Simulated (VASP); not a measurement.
Given:

```
CELL_PARAMETERS angstrom
      3.43745     0.00000     0.00000
      0.00000     3.43745     0.00000
      0.00000     0.00000     3.43745
ATOMIC_POSITIONS crystal
  Si 0.00000 0.00000 0.00000
  Ni 0.00000 0.50000 0.50000
  Ni 0.50000 0.00000 0.50000
  Ni 0.50000 0.50000 0.00000
```

Level of theory: vdW-DF-cx, VASP's PBE PAW potentials (set 64) (plane waves; VASP). Settings: 520 eV cut-off, 9×9×9 Γ-centred mesh, first-order Methfessel-Paxton smearing of 0.10 eV, potentials Si Ni.

### Question
Give the stress tensor in GPa (positive for a compressed cell).

### Answer

```
7.55  0.00  0.00
0.00  7.55  0.00
0.00  0.00  7.55
```
The pressure is its mean diagonal, 7.55 GPa.

The compound is Ni3Si in the L1_2 structure. This cell is one point of a volume scan, at 0.97 of the reference volume. The run is not spin-polarised, so no magnetic state was tried.
